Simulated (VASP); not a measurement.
Set up this calculation in VASP 6.6.1, as the native input.

| Quantity | Value |
| --- | --- |
| Task | electrostatic potential |
| Functional | HSE06 |
| Potentials or basis | VASP PAW PBE potentials, release 64 (Si) |
| Cutoff | 520 eV |
| k mesh | 6 × 6 × 6 |
| Occupations | gaussian, width 0.02 eV |
| Spin | no spin polarisation |
| Grid for exact exchange (PRECFOCK) | Fast |
| Screening parameter | 0.2 1/A |
| Further INCAR settings | ALGO = Normal; EDIFF = 1e-06 |

Crystal: Si.

```
CELL_PARAMETERS angstrom
0.00000 2.71561 2.71561
2.71561 0.00000 2.71561
2.71561 2.71561 0.00000
ATOMIC_POSITIONS crystal
Si 0.00000 0.00000 0.00000
Si 0.25000 0.25000 0.25000
```

The cell was built by a generator and needn't be a form met in nature.

One way to write it, as run:

POSCAR

```
Si                                      
1.0
    0.0000000000      2.7156083097      2.7156083097
    2.7156083097     -0.0000000000      2.7156083097
    2.7156083097      2.7156083097     -0.0000000000
  Si            
     2
Direct
     0.0000000000000000    0.0000000000000000    0.0000000000000000
     0.2500000000000000    0.2500000000000000    0.2500000000000000
```

INCAR.step1

```
SYSTEM = Si
ALGO = Normal
EDIFF = 1E-5
ENCUT = 520
GGA = PE
ISIF = 2
ISMEAR = 0
LASPH = .True.
LREAL = .False.
LWAVE = .True.
NELM = 80
PREC = Accurate
SIGMA = 0.02
```

INCAR.step2

```
SYSTEM = Si
ALGO = Normal
EDIFF = 1E-6
ENCUT = 520
GGA = PE
HFSCREEN = 0.2
ISIF = 2
ISMEAR = 0
ISTART = 1
LASPH = .True.
LCHARG = .True.
LHFCALC = .True.
LREAL = .False.
LVHAR = .True.
LWAVE = .False.
NELM = 80
PREC = Accurate
PRECFOCK = Fast
SIGMA = 0.02
```

KPOINTS

```
k-points
0
Gamma
  6 6 6
  0 0 0
```

Potentials or basis: VASP PAW PBE potentials, release 64 (Si).

Command:

```console
$ cat potpaw_PBE.64/Si/POTCAR > POTCAR
$ cp INCAR.step1 INCAR
$ mpirun -np 1 vasp_std > vasp.out
$ cp INCAR.step2 INCAR
$ mpirun -np 1 vasp_std > vasp.out
```

It gave:

```json
{
  "Pressure": "0.2 GPa",
  "Band gap on the k mesh": "1.31 eV, indirect (least direct gap 3.34 eV)"
}
```

Caveat: the PAW data sets were made with another functional, which shifts forces and pressure a little.

Wall time 99 s on 1 thread of AMD EPYC 9R45 (Zen 5), with other jobs on the host, peak memory 0.23 GiB.
